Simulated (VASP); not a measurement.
Level of theory: PBE GGA with D3 dispersion (zero damping), VASP's PBE PAW potentials (set 64) (plane waves; VASP).

VASP ran on this input.

POSCAR:
```
LiF
1.0
  0.0000000000   1.9979318234   1.9979318234
  1.9979318234   0.0000000000   1.9979318234
  1.9979318234   1.9979318234   0.0000000000
Li F
1 1
Direct
  0.0000000000   0.0000000000   0.0000000000
  0.5000000000   0.5000000000   0.5000000000
```

**INCAR**
```
# general
SYSTEM = LiF
PREC   = Accurate
ENCUT  = 520
LREAL  = .FALSE.   # projection in real space or not
LASPH  = .TRUE.

# electronic loop
EDIFF  = 1E-6   # SCF stop (eV)
NELM   = 100
ALGO   = Normal   # blocked Davidson

# smearing
ISMEAR = 0
SIGMA  = 0.05   # width (eV)

# functional
GGA    = PE   # PBE
IVDW   = 11   # D3, zero damping

# ions
IBRION = 2   # conjugate gradients
NSW    = 60   # most ionic steps
ISIF   = 3   # ions, shape and volume
EDIFFG = -0.01   # ionic stop

# output
LWAVE  = .FALSE.
LCHARG = .FALSE.
```

KPOINTS:
```
Automatic
0
Gamma
 10 10 10
```

POTCAR, in this order: Li_sv F (PBE.64 set). Program: vasp_std.

Estimate the energy per atom (σ→0), dispersion energy, band gap (on the k-mesh).

| Property | Result |
|---|---|
| energy per atom (σ→0) | -4.961 eV/atom |
| dispersion energy | -0.292 eV |
| band gap (on the k-mesh) | 9.31 eV |

**OSZICAR**
```
...
DAV:   6    -0.961893993597E+01    0.52158E+00   -0.27615E+00   862   0.131E+01    0.138E+00
DAV:   7    -0.962314206454E+01   -0.42021E-02   -0.19927E-02  1170   0.158E+00    0.850E-01
DAV:   8    -0.962985840350E+01   -0.67163E-02   -0.15779E-02  1148   0.164E+00    0.971E-02
DAV:   9    -0.962994908630E+01   -0.90683E-04   -0.81489E-04   931   0.313E-01    0.407E-02
DAV:  10    -0.963001006962E+01   -0.60983E-04   -0.13799E-04   941   0.113E-01    0.651E-03
DAV:  11    -0.963001245754E+01   -0.23879E-05   -0.23059E-06  1166   0.204E-02    0.189E-03
DAV:  12    -0.963001259105E+01   -0.13351E-06   -0.51467E-07   867   0.856E-03
   1 F= -.99222510E+01 E0= -.99222510E+01  d E =-.992225E+01
```

The compound is LiF in the rock salt structure. It was relaxed first. The start is the result of an earlier pass.
